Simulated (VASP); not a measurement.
# Al3InN4 in VASP: a series of runs, part 2 of 2

VASP 6.6.1. The steps go on from the part before.

**3. Relaxation of cell and atoms, PBE**

This run uses another cell than the first one, of 12.15 Å³/atom, 1.058 times its volume.

Input file INCAR:

```
SYSTEM = Al3InN4
ALGO = Fast
EDIFF = 1E-4
EDIFFG = -0.08
ENCUT = 520
GGA = PE
IBRION = 2
ISIF = 3
ISMEAR = 0
LASPH = .True.
LCHARG = .False.
LREAL = .False.
LWAVE = .False.
NELM = 60
NSW = 24
PREC = Normal
SIGMA = 0.15
```

Input file KPOINTS:

```
k-points
0
Gamma
  4 4 2
  0 0 0
```

Input file POSCAR:

```
Al3InN4
1.0
    3.2506798300      0.0000000000      0.0000000000
    0.0000000000      3.2506798300      0.0000000000
    0.0000000000      0.0000000000      9.1985181700
Al In N
3 1 4
Direct
    0.0000000000      0.0000000000      0.5000000000
    0.5000000000      0.5000000000      0.7400000000
    0.5000000000      0.5000000000      0.2600000000
    0.0000000000      0.0000000000      0.0000000000
    0.0000000000      0.5000000000      0.6200000000
    0.5000000000      0.0000000000      0.3800000000
    0.0000000000      0.5000000000      0.1370000000
    0.5000000000      0.0000000000      0.8630000000
```

Potentials or basis: VASP PAW PBE potentials, release 64 (Al, In_d, N).

Run with:

```
> cat potpaw_PBE.64/Al/POTCAR potpaw_PBE.64/In_d/POTCAR potpaw_PBE.64/N/POTCAR > POTCAR
> mpirun -np 1 vasp_std > vasp.out
```

OUTCAR:

```text
SYSTEM = Al3InN4
   EDIFF = 1E-4
   EDIFFG = -0.08
   ENCUT = 520
   GGA = PE
   IBRION = 2
   ISIF = 3
   ISMEAR = 0
   LASPH = .True.
   LREAL = .False.
   NELM = 60
   NSW = 24
   PREC = Normal

 ion  position               nearest neighbor table
   1  0.000  0.000  0.500-   5 1.96   6 1.96   5 1.96   6 1.96   2 3.19   3 3.19   2 3.19   2 3.19
                             3 3.19   3 3.19   2 3.19   3 3.19
   2  0.500  0.500  0.740-   5 1.96   5 1.96   8 1.98   8 1.98   1 3.19   1 3.19   1 3.19   1 3.19
                             4 3.32   4 3.32   4 3.32   4 3.32
   3  0.500  0.500  0.260-   6 1.96   6 1.96   7 1.98   7 1.98   1 3.19   1 3.19   1 3.19   1 3.19
                             4 3.32   4 3.32   4 3.32   4 3.32
   4  0.000  0.000  0.000-   7 2.06   8 2.06   7 2.06   8 2.06   2 3.32   3 3.32   2 3.32   2 3.32
                             3 3.32   3 3.32   2 3.32   3 3.32
   5  0.000  0.500  0.620-   1 1.96   1 1.96   2 1.96   2 1.96
   6  0.500  0.000  0.380-   1 1.96   1 1.96   3 1.96   3 1.96
   7  0.000  0.500  0.137-   3 1.98   3 1.98   4 2.06   4 2.06
[... 315 lines left out ...]

 number of electron      41.9999978 magnetization

------------------------ aborting loop because EDIFF is reached ----------------------------------------
[... 79 lines left out ...]
--------------------------------------- Ionic step       10  -------------------------------------------

 number of electron      41.9999987 magnetization

 Free energy of the ion-electron system (eV)
  ---------------------------------------------------
  ext. energy  EPLUGINS =         0.00000000
  ---------------------------------------------------
  free energy    TOTEN  =       -54.78154113 eV

  energy without entropy =      -54.78154113  energy(sigma->0) =      -54.78154113

 E-fermi :   7.0047     XC(G=0): -10.8360

 val. band max:        6.2977194460   @ k =   0.0000   0.0000   0.0000
 cond. band min:       8.2293542180   @ k =   0.0000   0.0000   0.0000
 fundamental gap:      1.9316347720
 Fermi energy:         7.0047304312

 k-point     1 :       0.0000    0.0000    0.0000
  band No.  band energies     occupation
      1      -8.7216      2.00000
      2      -8.3451      2.00000
      3      -7.5626      2.00000
      4      -7.1060      2.00000
      5      -6.7373      2.00000
      6      -6.7239      2.00000
[... 372 lines left out ...]
  FREE ENERGIE OF THE ION-ELECTRON SYSTEM (eV)
  ---------------------------------------------------
  free  energy   TOTEN  =       -54.7815411262 eV

  energy  without entropy=      -54.7815411262  energy(sigma->0) =      -54.78154113

 reached required accuracy - stopping structural energy minimisation
```

CONTCAR:

```text
Al3InN4
   1.00000000000000
     3.2194083948550971   -0.0000000000000000   -0.0000000000000000
     0.0000000000000000    3.2194083948550971   -0.0000000000000000
     0.0000000000000000    0.0000000000000000    9.1354304112362783
  Al              In              N
     3     1     4
Direct
     0.0000000000000000    0.0000000000000000    0.5000000000000000
     0.5000000000000000    0.5000000000000000    0.7313790302145493
     0.5000000000000000    0.5000000000000000    0.2686209697854508
     0.0000000000000000    0.0000000000000000    0.0000000000000000
     1.0000000000000000    0.5000000000000000    0.6154012172506177
     0.5000000000000000    0.0000000000000000    0.3845987827493824
     0.0000000000000000    0.5000000000000000    0.1558213900839442
     0.5000000000000000    0.0000000000000000    0.8441786099160559

  0.00000000E+00  0.00000000E+00  0.00000000E+00
  0.00000000E+00  0.00000000E+00  0.00000000E+00
  0.00000000E+00  0.00000000E+00  0.00000000E+00
  0.00000000E+00  0.00000000E+00  0.00000000E+00
  0.00000000E+00  0.00000000E+00  0.00000000E+00
  0.00000000E+00  0.00000000E+00  0.00000000E+00
  0.00000000E+00  0.00000000E+00  0.00000000E+00
  0.00000000E+00  0.00000000E+00  0.00000000E+00
```

Wall time 80 s (1 thread of Intel Xeon Platinum 8488C (Sapphire Rapids), shared host); peak memory 0.16 GiB.

Results:

```yaml
Free_energy: -54.7815 eV
Relaxed_volume: 11.84 Å³/atom
Relaxed_cell: a = 3.219 Å, b = 3.219 Å, c = 9.135 Å, α = 90.00°, β = 90.00°, γ = 90.00°
Space_group_after_relaxing_to_0.05_Å: P-4m2 (No. 115)
Energy_gained_by_relaxing: 63.4 meV/atom
Ionic_steps: 10
Pressure_after_relaxing: 0.0 GPa
Largest_force_after_relaxing: 0.042 eV/Å
Band_gap_on_the_k_mesh: 1.93 eV, direct
```

Forces in eV/Å, atoms in the order of the input:
```
Al   0.000  0.000  0.000
Al   0.000  0.000 -0.017
Al   0.000  0.000  0.017
In   0.000  0.000  0.000
N    0.000  0.000  0.042
N    0.000  0.000 -0.042
N    0.000  0.000 -0.002
N    0.000  0.000  0.002
```

Stress tensor (GPa, compression positive):
```
 0.16  0.00  0.00
 0.00  0.16  0.00
 0.00  0.00 -0.26
```

Step by step:
```csv
step,energy change (eV),largest force (eV/Å),pressure (GPa),volume (Å³)
1,0.0000,2.9783,-1.79,97.20
2,-0.3798,1.5529,-0.53,95.30
3,-0.3892,1.2927,-0.87,95.55
4,-0.4716,0.6507,0.87,94.32
5,-0.4716,0.6468,0.92,94.33
6,-0.5018,0.2680,-0.28,94.90
7,-0.5053,0.0645,-0.92,95.23
8,-0.5055,0.0628,-0.90,95.19
9,-0.5059,0.1016,0.69,94.30
10,-0.5073,0.0416,0.02,94.68
```

Final structure:
```
CELL_PARAMETERS angstrom
3.21941 0.00000 0.00000
0.00000 3.21941 0.00000
0.00000 0.00000 9.13543
ATOMIC_POSITIONS crystal
Al 0.00000 0.00000 0.50000
Al 0.50000 0.50000 0.73138
Al 0.50000 0.50000 0.26862
In 0.00000 0.00000 0.00000
N 0.00000 0.50000 0.61540
N 0.50000 0.00000 0.38460
N 0.00000 0.50000 0.15582
N 0.50000 0.00000 0.84418
```

Levels at points of the mesh, in eV from the valence-band top:
```csv
k point,band 18,band 19,band 20,band 21,band 22,band 23,band 24,band 25
"(0.00, 0.00, 0.00)",-1.12,-0.57,0.00,0.00,1.93,3.41,5.01,5.07
"(0.50, 0.00, 0.00)",-1.16,-0.83,-0.70,-0.07,4.43,4.76,6.81,7.43
"(0.50, 0.50, 0.00)",-2.23,-2.03,-2.03,-1.87,2.96,2.96,5.76,5.76
"(0.00, 0.00, 0.50)",-0.83,-0.83,-0.11,-0.11,2.77,3.69,3.84,4.88
"(0.50, 0.00, 0.50)",-1.21,-1.17,-1.16,-0.07,4.62,4.92,6.85,7.07
"(0.50, 0.50, 0.50)",-2.49,-2.44,-2.44,-2.34,4.03,4.03,4.35,4.35
```

Caveat: the k mesh is coarse (spacing up to 0.48 Å⁻¹), so the values aren't converged; spin-orbit coupling is left out, which moves the levels of the heavy elements; the relaxation stopped at a loose force limit of 0.08 eV/Å, so its end isn't a converged minimum.

**4. Relaxation of cell and atoms, PBE**

This run uses another cell than the first one, of 12.15 Å³/atom, 1.058 times its volume.

INCAR is that of step 3.

Input file KPOINTS:

```
k-points
0
Gamma
  4 4 4
  0 0 0
```

Input file POSCAR:

```
Al3InN4
1.0
   -2.2989283000      2.2989283000      4.5978565900
    2.2989283000     -2.2989283000      4.5978565900
    2.2989283000      2.2989283000     -4.5978565900
Al In N
3 1 4
Direct
    0.5000000000      0.5000000000      0.0000000000
    0.2500000000      0.7500000000      0.5000000000
    0.7500000000      0.2500000000      0.5000000000
    0.0000000000      0.0000000000      0.0000000000
    0.1330000000      0.1330000000      0.5300000000
    0.6030000000      0.6030000000      0.4700000000
    0.3970000000      0.8670000000      0.0000000000
    0.8670000000      0.3970000000      0.0000000000
```

Potentials or basis: VASP PAW PBE potentials, release 64 (Al, In_d, N).

Run with:

```
> cat potpaw_PBE.64/Al/POTCAR potpaw_PBE.64/In_d/POTCAR potpaw_PBE.64/N/POTCAR > POTCAR
> mpirun -np 1 vasp_std > vasp.out
```

OUTCAR:

```text
SYSTEM = Al3InN4
   EDIFF = 1E-4
   EDIFFG = -0.08
   ENCUT = 520
   GGA = PE
   IBRION = 2
   ISIF = 3
   ISMEAR = 0
   LASPH = .True.
   LREAL = .False.
   NELM = 60
   NSW = 24
   PREC = Normal

 ion  position               nearest neighbor table
   1  0.500  0.500  0.000-   5 1.95   7 1.95   8 1.95   6 1.95   2 3.25   3 3.25   2 3.25   3 3.25
                             2 3.25   3 3.25   2 3.25   3 3.25   4 3.25   4 3.25   4 3.25   4 3.25
   2  0.250  0.750  0.500-   5 1.96   6 1.96   7 1.96   8 1.96   4 3.25   1 3.25   1 3.25   1 3.25
                             4 3.25   4 3.25   4 3.25   1 3.25   3 3.25   3 3.25   3 3.25   3 3.25
   3  0.750  0.250  0.500-   5 1.96   6 1.96   8 1.96   7 1.96   1 3.25   4 3.25   1 3.25   1 3.25
                             4 3.25   4 3.25   1 3.25   4 3.25   2 3.25   2 3.25   2 3.25   2 3.25
   4  0.000  0.000  0.000-   5 2.11   7 2.11   8 2.11   6 2.11   3 3.25   2 3.25   3 3.25   2 3.25
                             3 3.25   2 3.25   3 3.25   2 3.25   1 3.25   1 3.25   1 3.25   1 3.25
   5  0.133  0.133  0.530-   1 1.95   2 1.96   3 1.96   4 2.11
   6  0.603  0.603  0.470-   1 1.95   2 1.96   3 1.96   4 2.11
   7  0.397  0.867  0.000-   1 1.95   3 1.96   2 1.96   4 2.11
   8  0.867  0.397  0.000-   1 1.95   2 1.96   3 1.96   4 2.11

  LATTYP: Found a body centered tetragonal cell.
 ALAT       =     4.5978566000
 C/A-ratio  =     1.9999999957

  Lattice vectors:

 A1 = (  -2.2989283000,   2.2989283000,   4.5978565900)
 A2 = (   2.2989283000,  -2.2989283000,   4.5978565900)
 A3 = (   2.2989283000,   2.2989283000,  -4.5978565900)

Analysis of symmetry for initial positions (statically):
=====================================================================
 Subroutine PRICEL returns:
 Original cell was already a primitive cell.

 Routine SETGRP: Setting up the symmetry group for a
 body centered tetragonal supercell.

 Subroutine GETGRP returns: Found  8 space group operations
 (whereof  8 operations were pure point group operations)
 out of a pool of 16 trial point group operations.

The static configuration has the point symmetry D_2d.

Analysis of symmetry for dynamics (positions and initial velocities):
=====================================================================
 Subroutine PRICEL returns:
 Original cell was already a primitive cell.

 Routine SETGRP: Setting up the symmetry group for a
 body centered tetragonal supercell.

 Subroutine GETGRP returns: Found  8 space group operations
 (whereof  8 operations were pure point group operations)
 out of a pool of 16 trial point group operations.

The dynamic configuration has the point symmetry D_2d.

 Subroutine INISYM returns: Found  8 space group operations
 (whereof  8 operations are pure point group operations),
 and found     1 'primitive' translations

----------------------------------------------------------------------------------------

                                     Primitive cell

  volume of cell :      97.2000

  direct lattice vectors                    reciprocal lattice vectors
    -2.298928300  2.298928300  4.597856590     0.000000000  0.217492646  0.108746323
     2.298928300 -2.298928300  4.597856590     0.217492646  0.000000000  0.108746323
     2.298928300  2.298928300 -4.597856590     0.217492646  0.217492646  0.000000000

  length of vectors
     5.631201282  5.631201282  5.631201282     0.243164171  0.243164171  0.307581050

  position of ions in fractional coordinates (direct lattice)
     0.500000000  0.500000000  0.000000000
     0.250000000  0.750000000  0.500000000
     0.750000000  0.250000000  0.500000000
     0.000000000  0.000000000  0.000000000
     0.133000000  0.133000000  0.530000000
[... 44 lines left out ...]
  0.250000  0.000000  0.000000      8.000000
  0.500000  0.000000  0.000000      4.000000
  0.250000  0.250000  0.000000      8.000000
  0.500000  0.250000  0.000000     16.000000
 -0.250000  0.250000  0.000000      4.000000
  0.500000  0.500000  0.000000      2.000000
  0.250000  0.250000  0.250000      2.000000
 -0.250000  0.250000  0.250000      4.000000
  0.500000  0.500000  0.250000      4.000000
 -0.250000  0.500000  0.250000      8.000000
 -0.250000 -0.250000  0.250000      2.000000
  0.500000  0.500000  0.500000      1.000000
   k-points           NKPTS =     13   k-points in BZ     NKDIM =     13   number of bands    NBANDS=     26
   number of dos      NEDOS =    301   number of ions     NIONS =      8
   total plane-waves  NPLWV =  32768
   dimension x,y,z NGX =    32 NGY =   32 NGZ =   32
   dimension x,y,z NGXF=    64 NGYF=   64 NGZF=   64
   ions per type =               3   1   4
   NGX,Y,Z   is equivalent  to a cutoff of   9.45,  9.45,  9.45 a.u.
   NGXF,Y,Z  is equivalent  to a cutoff of  18.89, 18.89, 18.89 a.u.
 SYSTEM =  Al3InN4
   PREC   = normal    normal or accurate (medium, high low for compatibility)
   ISTART =      0    job   : 0-new  1-cont  2-samecut
   ICHARG =      2    charge: 1-file 2-atom 10-const
   ISPIN  =      1    spin polarized calculation?
   LNONCOLLINEAR =      F non collinear calculations
   LSORBIT =      F    spin-orbit coupling
   LASPH  =      T    aspherical Exc in radial PAW
   ENCUT  =  520.0 eV  38.22 Ry    6.18 a.u.  10.47 10.47 10.47*2*pi/ulx,y,z
   NELM   =     60;   NELMIN=  2; NELMDL= -5     # of ELM steps
   EDIFF  = 0.1E-03   stopping-criterion for ELM
   LREAL  =      F    real-space projection
   EDIFFG = -.8E-01   stopping-criterion for IOM
   NSW    =     24    number of steps for IOM
   IBRION =      2    ionic relax: 0-MD 1-quasi-New 2-CG
   NFREE  =      1    steps in history (QN), initial steepest desc. (CG)
   ISIF   =      3    stress and relaxation
   ISYM   =      2    0-nonsym 1-usesym 2-fastsym
   POTIM  = 0.5000    time-step for ionic-motion
   TEBEG  =    0.0;   TEEND  =   0.0 temperature during run
   PSTRESS=    0.0 pullay stress
   NELECT =      42.0000    total number of electrons
   NUPDOWN=      -1.0000    fix difference up-down
   EMIN   =  10.00;   EMAX   =-10.00  energy-range for DOS
   EFERMI =   0.00;   METHOD = LEGACY
   ISMEAR =     0;   SIGMA  =   0.15  broadening in eV -4-tet -1-fermi 0-gaus
   EFERMI_NEDOS =   21; number of points for ismear=-14 and -15
   IALGO  =     68    algorithm
   IMIX   =      4    mixing-type and parameters
     AMIX     =   0.40;   BMIX     =  1.00
     AMIX_MAG =   1.60;   BMIX_MAG =  1.00
  volume/ion in A,a.u.               =      12.15        81.99
  Fermi-wavevector in a.u.,A,eV,Ry     =   1.237663  2.338844 20.841546  1.531810
  Thomas-Fermi vector in A             =   2.372221
   LORBIT       =      0    0 simple, 1 ext, 2 COOP (PROOUT), +10 PAW based schemes
   GGA     = PE    functional components
   LHFCALC =     F    Hartree Fock is set to
   AEXX    =    0.0000 exact exchange contribution
   IVDW    =     0    specifies the selected vdW correction
   LEPSILON=     F    determine dielectric tensor
   LRPA    =     F    only Hartree local field effects (RPA)
 conjugate gradient relaxation of ions
 non-spin polarized calculation
 RMM-DIIS sequential band-by-band and
 Gauss-broadening in eV      SIGMA  =   0.15
  energy-cutoff  :      520.00
  volume of cell :       97.20
 maximum number of plane-waves:      2657
   NGX = 21   NGY = 21   NGZ = 21

--------------------------------------- Ionic step        1  -------------------------------------------

 number of electron      41.9999980 magnetization

 Free energy of the ion-electron system (eV)
  ---------------------------------------------------
  ext. energy  EPLUGINS =         0.00000000
  ---------------------------------------------------
  free energy    TOTEN  =       -54.76333850 eV

  energy without entropy =      -54.76333850  energy(sigma->0) =      -54.76333850

------------------------ aborting loop because EDIFF is reached ----------------------------------------

  FORCE on cell =-STRESS in cart. coord.  units (eV):
  Direction    XX          YY          ZZ          XY          YZ          ZX
  --------------------------------------------------------------------------------------
  -------------------------------------------------------------------------------------
  Total       -2.2583956     -2.2583956     -2.6513632      0.0000000      0.0000000      0.0000000
  in kB      -37.2258258    -37.2258258    -43.7032309      0.0000000      0.0000000      0.0000000
  external PRESSURE =     -39.3849608 kB  Pullay stress =       0.0000000 kB
[... 155 lines left out ...]
--------------------------------------- Ionic step        5  -------------------------------------------

 number of electron      42.0000009 magnetization

 Free energy of the ion-electron system (eV)
  ---------------------------------------------------
  ext. energy  EPLUGINS =         0.00000000
  ---------------------------------------------------
  free energy    TOTEN  =       -54.96143393 eV

  energy without entropy =      -54.96143393  energy(sigma->0) =      -54.96143393

 E-fermi :   6.6832     XC(G=0): -10.8556

 val. band max:        6.0486331943   @ k =   0.0000   0.0000   0.0000
 cond. band min:       8.4146634699   @ k =   0.0000   0.0000   0.0000
 fundamental gap:      2.3660302756
 Fermi energy:         6.6831872242

 k-point     1 :       0.0000    0.0000    0.0000
  band No.  band energies     occupation
      1      -8.7087      2.00000
      2      -7.5033      2.00000
      3      -7.5033      2.00000
      4      -7.4743      2.00000
      5      -6.6057      2.00000
      6      -6.5848      2.00000
[... 401 lines left out ...]
  FREE ENERGIE OF THE ION-ELECTRON SYSTEM (eV)
  ---------------------------------------------------
  free  energy   TOTEN  =       -54.9614339294 eV

  energy  without entropy=      -54.9614339293  energy(sigma->0) =      -54.96143393

 reached required accuracy - stopping structural energy minimisation
```

Wall time 63 s (1 thread of Intel Xeon Platinum 8488C (Sapphire Rapids), shared host); peak memory 0.19 GiB.

Results:

```yaml
Free_energy: -54.9614 eV
Relaxed_volume: 11.80 Å³/atom
Relaxed_cell: a = 5.569 Å, b = 5.569 Å, c = 5.569 Å, α = 131.66°, β = 131.66°, γ = 70.77°
Space_group_after_relaxing_to_0.05_Å: I-42m (No. 121)
Energy_gained_by_relaxing: 24.8 meV/atom
Ionic_steps: 5
Pressure_after_relaxing: 0.0 GPa
Largest_force_after_relaxing: 0.015 eV/Å
Band_gap_on_the_k_mesh: 2.37 eV, direct
```

Forces in eV/Å, atoms in the order of the input:
```
Al   0.000  0.000  0.000
Al   0.000  0.000  0.000
Al   0.000  0.000  0.000
In   0.000  0.000  0.000
N    0.005  0.005  0.013
N   -0.005 -0.005  0.013
N   -0.005  0.005 -0.013
N    0.005 -0.005 -0.013
```

The path:
```tsv
step	energy change (eV)	largest force (eV/Å)	pressure (GPa)	volume (Å³)
1	0.0000	1.2214	-3.94	97.20
2	-0.1848	0.1560	2.55	93.06
3	-0.1857	0.2229	2.13	93.32
4	-0.1952	0.1050	-0.80	94.99
5	-0.1981	0.0149	0.01	94.43
```

Final structure:
```
Al In N
1.0
    -2.28023    2.28023    4.54050
     2.28023   -2.28023    4.54050
     2.28023    2.28023   -4.54050
Al In N
3 1 4
Direct
  0.50000 0.50000 0.00000
  0.25000 0.75000 0.50000
  0.75000 0.25000 0.50000
  0.00000 0.00000 0.00000
  0.13882 0.13882 0.54815
  0.59067 0.59067 0.45185
  0.40933 0.86118 0.00000
  0.86118 0.40933 0.00000
```

Caveat: the k mesh is coarse (spacing up to 0.48 Å⁻¹), so the values aren't converged; spin-orbit coupling is left out, which moves the levels of the heavy elements; the relaxation stopped at a loose force limit of 0.08 eV/Å, so its end isn't a converged minimum. Expect the measured gap to be larger: semilocal functionals such as PBE lack the derivative discontinuity.
